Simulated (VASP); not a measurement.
OSZICAR of a VASP run on MgS (rock salt):

**OSZICAR**
```
       N       E                     dE             d eps       ncg     rms          rms(c)
DAV:   1     0.272179913611E+02    0.27218E+02   -0.38165E+03   568   0.821E+02
DAV:   2    -0.503812361284E+01   -0.32256E+02   -0.31278E+02   744   0.108E+02
DAV:   3    -0.616279807711E+01   -0.11247E+01   -0.11247E+01   712   0.275E+01
DAV:   4    -0.616779389429E+01   -0.49958E-02   -0.49958E-02   888   0.204E+00
DAV:   5    -0.616780086603E+01   -0.69717E-05   -0.69717E-05   712   0.623E-02    0.412E+00
DAV:   6    -0.573516024375E+01    0.43264E+00   -0.12281E+00   576   0.554E+00    0.337E+00
DAV:   7    -0.570038810203E+01    0.34772E-01   -0.26168E-01   736   0.281E+00    0.259E+00
DAV:   8    -0.570360712521E+01   -0.32190E-02   -0.16486E-02   600   0.130E+00    0.112E+00
DAV:   9    -0.570334144922E+01    0.26568E-03   -0.90395E-04   760   0.254E-01    0.268E-01
DAV:  10    -0.570339799598E+01   -0.56547E-04   -0.15949E-04   752   0.964E-02    0.108E-02
DAV:  11    -0.570339627034E+01    0.17256E-05   -0.21896E-05   712   0.262E-02    0.706E-03
DAV:  12    -0.570339638947E+01   -0.11913E-06   -0.48963E-07   736   0.618E-03    0.131E-03
DAV:  13    -0.570339642373E+01   -0.34267E-07   -0.43719E-08   424   0.170E-03
   1 F= -.57033964E+01 E0= -.57033964E+01  d E =-.192128E-13
```

**Question.** Which electronic solver shows in the log?

**Answer.** It is blocked Davidson (ALGO = Normal, or the opening steps of other solvers). The INCAR had ALGO = Normal.

**Question.** Can the final energy be trusted as converged?

**Answer.** Self-consistency was reached. It stopped with EDIFF = 1E-7, NELM = 100 (optB88-vdW, plane waves, VASP's PBE PAW potentials (set 64)).

The compound is MgS in the rock salt structure. It was relaxed first.
